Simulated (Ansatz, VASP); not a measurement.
# Cross-check of Ga14Ge17O55 (amorphous 29Ga2O3-71GeO2 (mol %)) between VASP and Ansatz, part 2 of 3

Wanted: the spread between two codes on one cell, functional and k mesh. The cell is taken from a series of runs on this material, whose earlier steps may have relaxed, scaled, displaced or heated it; both programs get it as it stands.

VASP 6.6.1 and Ansatz 0.2.0.

So far. Step 3 (VASP: single point, PBE, pair 1): The run ends at a pressure of -0.68 GPa, with forces up to 2.6 eV/Å.

### 4. Differences

Known differences besides the potentials themselves: the cutoff is 420 eV in Ansatz and 520 eV in VASP (PREC = Accurate, projectors in real space). Total energies have different zeros and are not compared.

Both answers:

| quantity | Ansatz | VASP | difference |
| --- | --- | --- | --- |
| gap on the k mesh (eV) | 0.563 | 0.541 | +0.022 |

Forces on 9 of the 86 atoms, those with the largest forces and the largest differences (eV/Å; atoms numbered as in POSCAR):

| atom | Ansatz x, y, z | VASP x, y, z |
| --- | --- | --- |
| O32 | -1.509, -2.109, 0.482 | -1.462, -2.065, 0.436 |
| O34 | 0.778, -1.371, -1.529 | 0.727, -1.355, -1.471 |
| O43 | 0.478, 0.979, 1.960 | 0.459, 0.957, 1.935 |
| O49 | -0.497, -1.781, 1.107 | -0.494, -1.711, 1.049 |
| O61 | -1.575, 1.179, -0.128 | -1.487, 1.146, -0.123 |
| O65 | 0.134, 1.596, 1.815 | 0.135, 1.585, 1.742 |
| O66 | 0.096, 2.104, -1.210 | 0.097, 2.049, -1.182 |
| O71 | -0.097, -0.117, 2.279 | -0.084, -0.103, 2.215 |
| O81 | 1.256, 0.937, 1.573 | 1.193, 0.890, 1.509 |

The forces differ by 27 meV/Å r.m.s., which is 3.3 % of the r.m.s. force of 0.812 eV/Å (both taken over all components). A gap on the mesh is an upper bound, since the band edges may lie between its points.

### 5. VASP: single point, PBE, pair 2

With cell and atoms fixed, the geometry can't cause a difference; cores, projectors, grids and the points listed under the comparison can.

Contents of INCAR:

```
SYSTEM = Ga14Ge17O55
PREC = Accurate
ENCUT = 600
EDIFF = 1E-06
NELM = 120
ISMEAR = -1
SIGMA = 0.025
LREAL = Auto
ALGO = Normal
GGA = PE
NBANDS = 440
LORBIT = 11
LWAVE = .FALSE.
LCHARG = .FALSE.
ISIF = 2
LASPH = .TRUE.
GGA_COMPAT = .FALSE.
EFERMI = MIDGAP
NCORE = 2
```

Contents of POSCAR:

```
Ga14Ge17O55
1.0
   10.1233800000      0.0000000000      0.0000000000
    0.0000000000     10.1233800000      0.0000000000
    0.0000000000      0.0000000000     10.1233800000
Ga Ge O
14 17 55
Direct
    0.7313100000      0.1866000000      0.2088700000
    0.2397000000      0.1027500000      0.9817500000
    0.5616400000      0.0104300000      0.3981900000
    0.5063500000      0.0076200000      0.8775900000
    0.7102000000      0.8766300000      0.1244800000
    0.8703700000      0.0203200000      0.4409900000
    0.3115800000      0.5574600000      0.2042400000
    0.6500200000      0.4628300000      0.6097400000
    0.0211500000      0.1493700000      0.2082500000
    0.5541000000      0.6834500000      0.3747300000
    0.8782000000      0.0410200000      0.9298900000
    0.8714800000      0.3853100000      0.4321200000
    0.4704100000      0.3098600000      0.0481300000
    0.3547300000      0.5550100000      0.5359000000
    0.1775000000      0.2871800000      0.4709000000
    0.4374000000      0.7277900000      0.7465800000
    0.7008000000      0.6343000000      0.8737500000
    0.9203500000      0.6786100000      0.6078200000
    0.0898100000      0.0843200000      0.6886300000
    0.3233900000      0.8154300000      0.0774300000
    0.4907400000      0.3595300000      0.3569000000
    0.1665900000      0.5722000000      0.7765400000
    0.1834100000      0.8178900000      0.5278600000
    0.2804000000      0.0167100000      0.2956200000
    0.0246100000      0.8521500000      0.1734700000
    0.7936600000      0.3413000000      0.9490000000
    0.4568700000      0.2691900000      0.7603300000
    0.7647400000      0.1616500000      0.6819800000
    0.0895400000      0.4133300000      0.0455000000
    0.8144800000      0.6106900000      0.1929200000
    0.6984000000      0.8758500000      0.6384300000
    0.3604700000      0.1308100000      0.8164800000
    0.6703500000      0.7194900000      0.2339000000
    0.2317800000      0.4826000000      0.6433000000
    0.3976500000      0.9079700000      0.2120100000
    0.9449700000      0.7097200000      0.2474200000
    0.8563100000      0.2263000000      0.8316200000
    0.7618000000      0.7225400000      0.7295100000
    0.3434400000      0.9254700000      0.9418200000
    0.4016900000      0.6634900000      0.0922000000
    0.5918900000      0.8316900000      0.4772100000
    0.1565200000      0.0120000000      0.1425100000
    0.2846600000      0.6913800000      0.8313700000
    0.8539400000      0.8427000000      0.5424700000
    0.3851100000      0.1576900000      0.0861100000
    0.1546200000      0.7619700000      0.0958100000
    0.5136700000      0.6008400000      0.6399200000
    0.8709400000      0.1604700000      0.0804100000
    0.8052600000      0.4570600000      0.2679100000
    0.0697000000      0.6872100000      0.5108600000
    0.9632100000      0.9784900000      0.2906100000
    0.8946400000      0.8950400000      0.0510400000
    0.9424800000      0.1194600000      0.5918700000
    0.2008200000      0.2044100000      0.6243300000
    0.9155200000      0.4423100000      0.0243800000
    0.7940400000      0.9927100000      0.7610300000
    0.5879900000      0.2206400000      0.3314700000
    0.5870800000      0.4948400000      0.4220200000
    0.3251100000      0.3794800000      0.4241600000
    0.3349700000      0.7512600000      0.5847200000
    0.0490700000      0.3970100000      0.4577500000
    0.1197200000      0.2445400000      0.0717100000
    0.6622500000      0.2996900000      0.0631600000
    0.6485100000      0.9782900000      0.9893100000
    0.4497300000      0.3876000000      0.8870100000
    0.7619500000      0.3116700000      0.5802700000
    0.1653400000      0.1649700000      0.3407300000
    0.6976500000      0.0464700000      0.5385100000
    0.4946400000      0.3446000000      0.6099900000
    0.5300300000      0.8904200000      0.7236000000
    0.0721200000      0.0737200000      0.8644000000
    0.1661700000      0.4448400000      0.8952600000
    0.8728000000      0.2077900000      0.3387800000
    0.1354000000      0.9211700000      0.6579100000
    0.7196300000      0.4631700000      0.8292900000
    0.1859500000      0.8823300000      0.3684600000
    0.6048400000      0.1650200000      0.7780500000
    0.5417800000      0.6945500000      0.8908300000
    0.0012600000      0.6328800000      0.7625100000
    0.3927900000      0.0652100000      0.4237300000
    0.1458700000      0.4921300000      0.1879900000
    0.4446500000      0.4194500000      0.1954100000
    0.3738800000      0.6332000000      0.3647300000
    0.7818300000      0.6661800000      0.0233800000
    0.6935900000      0.0036900000      0.2648700000
    0.8173800000      0.5506600000      0.5389600000
```

Contents of KPOINTS:

```
Automatic mesh
0
Gamma
1 1 1
0 0 0
```

The projector-augmented-wave data sets are Ga_d, Ge_d and O (PBE family, release 64).

On the command line:

```sh
> mpirun -np 8 vasp_gam
```

Numbers of over 12 decimals in the logs are rounded to 6 here.

What it wrote:

```text
[... set-up lines as in an earlier step ...]
 entering main loop
       N       E                     dE             d eps       ncg     rms          rms(c)
DAV:   1     0.259974965150E+05    0.25997E+05   -0.26183E+05  1024   0.486E+03
DAV:   2     0.639215777353E+04   -0.19605E+05   -0.18135E+05   880   0.139E+03
DAV:   3     0.635118229451E+03   -0.57570E+04   -0.53742E+04  1008   0.453E+02
DAV:   4    -0.497847854739E+03   -0.11330E+04   -0.10963E+04  1072   0.200E+02
[...]
DAV:  18    -0.522733768514E+03   -0.36570E-05   -0.36075E-05  1008   0.253E-02    0.477E-03
DAV:  19    -0.522733769751E+03   -0.12362E-05   -0.15750E-05   912   0.141E-02    0.311E-03
DAV:  20    -0.522733769623E+03    0.12726E-06   -0.56750E-06   640   0.933E-03
   1 F= -.52273377E+03 E0= -.52273377E+03  d E =-.677213E-12
```

OUTCAR, selected parts (step 5):

```text
  FREE ENERGIE OF THE ION-ELECTRON SYSTEM (eV)
  ---------------------------------------------------
  free  energy   TOTEN  =      -522.7337696233 eV

  energy  without entropy=     -522.7337696233  energy(sigma->0) =     -522.73376962
```

The run ends at a pressure of 0.36 GPa, with forces up to 0.085 eV/Å.

### 6. Ansatz: single point, PBE, pair 2

The same cell, functional, mesh and smearing now go to Ansatz, which takes its cutoff from its data sets.

The cell is taken from a series of runs on this material, whose earlier steps may have relaxed, scaled, displaced or heated it; both programs get it as it stands.

Contents of input.yaml:

```yaml
crystal:
  lattice:
    - [10.12338, 0.0, 0.0]
    - [0.0, 10.12338, 0.0]
    - [0.0, 0.0, 10.12338]
  atoms:
    - { symbol: Ga, position: [0.73131, 0.1866, 0.20887] }
    - { symbol: Ga, position: [0.2397, 0.10275, 0.98175] }
    - { symbol: Ga, position: [0.56164, 0.01043, 0.39819] }
    - { symbol: Ga, position: [0.50635, 0.00762, 0.87759] }
    - { symbol: Ga, position: [0.7102, 0.87663, 0.12448] }
    - { symbol: Ga, position: [0.87037, 0.02032, 0.44099] }
    - { symbol: Ga, position: [0.31158, 0.55746, 0.20424] }
    - { symbol: Ga, position: [0.65002, 0.46283, 0.60974] }
    - { symbol: Ga, position: [0.02115, 0.14937, 0.20825] }
    - { symbol: Ga, position: [0.5541, 0.68345, 0.37473] }
    - { symbol: Ga, position: [0.8782, 0.04102, 0.92989] }
    - { symbol: Ga, position: [0.87148, 0.38531, 0.43212] }
    - { symbol: Ga, position: [0.47041, 0.30986, 0.04813] }
    - { symbol: Ga, position: [0.35473, 0.55501, 0.5359] }
    - { symbol: Ge, position: [0.1775, 0.28718, 0.4709] }
    - { symbol: Ge, position: [0.4374, 0.72779, 0.74658] }
    - { symbol: Ge, position: [0.7008, 0.6343, 0.87375] }
    - { symbol: Ge, position: [0.92035, 0.67861, 0.60782] }
    - { symbol: Ge, position: [0.08981, 0.08432, 0.68863] }
    - { symbol: Ge, position: [0.32339, 0.81543, 0.07743] }
    - { symbol: Ge, position: [0.49074, 0.35953, 0.3569] }
    - { symbol: Ge, position: [0.16659, 0.5722, 0.77654] }
    - { symbol: Ge, position: [0.18341, 0.81789, 0.52786] }
    - { symbol: Ge, position: [0.2804, 0.01671, 0.29562] }
    - { symbol: Ge, position: [0.02461, 0.85215, 0.17347] }
    - { symbol: Ge, position: [0.79366, 0.3413, 0.949] }
    - { symbol: Ge, position: [0.45687, 0.26919, 0.76033] }
    - { symbol: Ge, position: [0.76474, 0.16165, 0.68198] }
    - { symbol: Ge, position: [0.08954, 0.41333, 0.0455] }
    - { symbol: Ge, position: [0.81448, 0.61069, 0.19292] }
    - { symbol: Ge, position: [0.6984, 0.87585, 0.63843] }
    - { symbol: O, position: [0.36047, 0.13081, 0.81648] }
    - { symbol: O, position: [0.67035, 0.71949, 0.2339] }
    - { symbol: O, position: [0.23178, 0.4826, 0.6433] }
    - { symbol: O, position: [0.39765, 0.90797, 0.21201] }
    - { symbol: O, position: [0.94497, 0.70972, 0.24742] }
    - { symbol: O, position: [0.85631, 0.2263, 0.83162] }
    - { symbol: O, position: [0.7618, 0.72254, 0.72951] }
    - { symbol: O, position: [0.34344, 0.92547, 0.94182] }
    - { symbol: O, position: [0.40169, 0.66349, 0.0922] }
    - { symbol: O, position: [0.59189, 0.83169, 0.47721] }
    - { symbol: O, position: [0.15652, 0.012, 0.14251] }
    - { symbol: O, position: [0.28466, 0.69138, 0.83137] }
    - { symbol: O, position: [0.85394, 0.8427, 0.54247] }
    - { symbol: O, position: [0.38511, 0.15769, 0.08611] }
    - { symbol: O, position: [0.15462, 0.76197, 0.09581] }
    - { symbol: O, position: [0.51367, 0.60084, 0.63992] }
    - { symbol: O, position: [0.87094, 0.16047, 0.08041] }
    - { symbol: O, position: [0.80526, 0.45706, 0.26791] }
    - { symbol: O, position: [0.0697, 0.68721, 0.51086] }
    - { symbol: O, position: [0.96321, 0.97849, 0.29061] }
    - { symbol: O, position: [0.89464, 0.89504, 0.05104] }
    - { symbol: O, position: [0.94248, 0.11946, 0.59187] }
    - { symbol: O, position: [0.20082, 0.20441, 0.62433] }
    - { symbol: O, position: [0.91552, 0.44231, 0.02438] }
    - { symbol: O, position: [0.79404, 0.99271, 0.76103] }
    - { symbol: O, position: [0.58799, 0.22064, 0.33147] }
    - { symbol: O, position: [0.58708, 0.49484, 0.42202] }
    - { symbol: O, position: [0.32511, 0.37948, 0.42416] }
    - { symbol: O, position: [0.33497, 0.75126, 0.58472] }
    - { symbol: O, position: [0.04907, 0.39701, 0.45775] }
    - { symbol: O, position: [0.11972, 0.24454, 0.07171] }
    - { symbol: O, position: [0.66225, 0.29969, 0.06316] }
    - { symbol: O, position: [0.64851, 0.97829, 0.98931] }
    - { symbol: O, position: [0.44973, 0.3876, 0.88701] }
    - { symbol: O, position: [0.76195, 0.31167, 0.58027] }
    - { symbol: O, position: [0.16534, 0.16497, 0.34073] }
    - { symbol: O, position: [0.69765, 0.04647, 0.53851] }
    - { symbol: O, position: [0.49464, 0.3446, 0.60999] }
    - { symbol: O, position: [0.53003, 0.89042, 0.7236] }
    - { symbol: O, position: [0.07212, 0.07372, 0.8644] }
    - { symbol: O, position: [0.16617, 0.44484, 0.89526] }
    - { symbol: O, position: [0.8728, 0.20779, 0.33878] }
    - { symbol: O, position: [0.1354, 0.92117, 0.65791] }
    - { symbol: O, position: [0.71963, 0.46317, 0.82929] }
    - { symbol: O, position: [0.18595, 0.88233, 0.36846] }
    - { symbol: O, position: [0.60484, 0.16502, 0.77805] }
    - { symbol: O, position: [0.54178, 0.69455, 0.89083] }
    - { symbol: O, position: [0.00126, 0.63288, 0.76251] }
    - { symbol: O, position: [0.39279, 0.06521, 0.42373] }
    - { symbol: O, position: [0.14587, 0.49213, 0.18799] }
    - { symbol: O, position: [0.44465, 0.41945, 0.19541] }
    - { symbol: O, position: [0.37388, 0.6332, 0.36473] }
    - { symbol: O, position: [0.78183, 0.66618, 0.02338] }
    - { symbol: O, position: [0.69359, 0.00369, 0.26487] }
    - { symbol: O, position: [0.81738, 0.55066, 0.53896] }
kpoints:
  mp_grid: { grid: [1, 1, 1] }
hamiltonian:
  xc: pbe
  pseudopotentials: { kind: paw, azcp: { folder: soft_1 } }
scf:
  occupations: { method: fermi_dirac, width: 0.025 }
output:
  forces: true
  stress: true
  populations: true
  dos:
    method: { smearing: { sigma: 0.15 } }
    de: 0.1
    projected: { site_lists: { Ga: [Ga], Ge: [Ge], O: [O] } }
  eigenvalues: true
  write_density: true
  write_potential: true
  volumetric_format: npy
```

On the command line:

```sh
> ansatz run input.yaml --threads 4 --pin off --max-ram 8192MiB --backend cpu --events-out ev --progress --plain --runs-dir out
```

What it wrote:

```text
[...]
Crystal: 86 atoms, lattice volume = 1037.473 Å³
Basis set: ecut = 420 eV, 20341 PW (Γ), exchange–correlation on 144×144×144 points (8 copies of the dense FFT grid, shifted against one another)
Bands: 461, of which v1, the nominal top of the filled ones, is band 375 counted from 1 (374 counted from 0)
Symmetry: 1 space group operations
[...]
k-points: 1
[...]
--- Löwdin populations: 86 sites ---
  site symbol       q [e]
     0     Ga     11.9252
     1     Ga     11.9593
     2     Ga     11.9252
     3     Ga     11.9410
     4     Ga     11.9238
     5     Ga     11.9389
     6     Ga     11.9076
     7     Ga     11.9732
[...]
82      O      6.6742
    83      O      6.6442
    84      O      6.6681
    85      O      6.6652
  spilling = 0.004524 (of n_electrons = 750.000000)
[key lines of the parts left out:]
SCF converged after 13 iterations
Free energy (F): -157181.763794 eV
Fermi energy:    7.098309 eV
P = ⅓ Tr σ = 0.5009 GPa (5.009 kbar)
```

### 7. Differences

What differs besides the data sets and the points named for the pairs above, as far as they apply: the cutoff is 420 eV in Ansatz and 600 eV in VASP (PREC = Accurate, projectors in real space). Total energies have different zeros and are not compared.

Both answers:

| quantity | Ansatz | VASP | difference |
| --- | --- | --- | --- |
| pressure (GPa) | 0.50 | 0.36 | +0.14 |
| gap on the k mesh (eV) | 1.487 | 1.461 | +0.026 |

Forces on 9 of the 86 atoms, those with the largest forces and the largest differences (eV/Å; atoms numbered as in POSCAR):

| atom | Ansatz x, y, z | VASP x, y, z |
| --- | --- | --- |
| Ga2 | -0.038, 0.026, 0.000 | -0.075, 0.026, -0.031 |
| Ge20 | -0.008, -0.022, 0.006 | 0.006, -0.059, -0.019 |
| Ge25 | 0.012, -0.016, 0.025 | 0.011, -0.061, 0.042 |
| O40 | 0.009, 0.017, -0.004 | 0.015, 0.063, -0.025 |
| O49 | -0.004, 0.010, -0.002 | -0.017, 0.041, -0.042 |
| O57 | 0.009, -0.001, -0.003 | -0.032, 0.032, 0.019 |
| O61 | -0.013, 0.006, -0.002 | 0.048, -0.036, 0.006 |
| O62 | -0.001, -0.003, 0.006 | -0.004, 0.064, -0.015 |
| O72 | -0.005, 0.010, 0.004 | -0.044, 0.044, 0.023 |

The forces differ by 23 meV/Å r.m.s., which is 90.7 % of the r.m.s. force of 0.025 eV/Å (both taken over all components). A gap on the mesh is an upper bound, since the band edges may lie between its points.

(Part 2 of 3 ends here.)

[Lines on the potential files, build, host, timing and source positions are cut from VASP's logs without a mark.]

[Logs are printed without paths, hosts, clocks, repeated set-up lines and the standing remarks that a program may print on its own settings, such as how far it seeks lower states.]

[Hosts, paths, dates, database ids (printed as entryN), source tags and the programs' standing remarks are cut or masked in the printed files.]
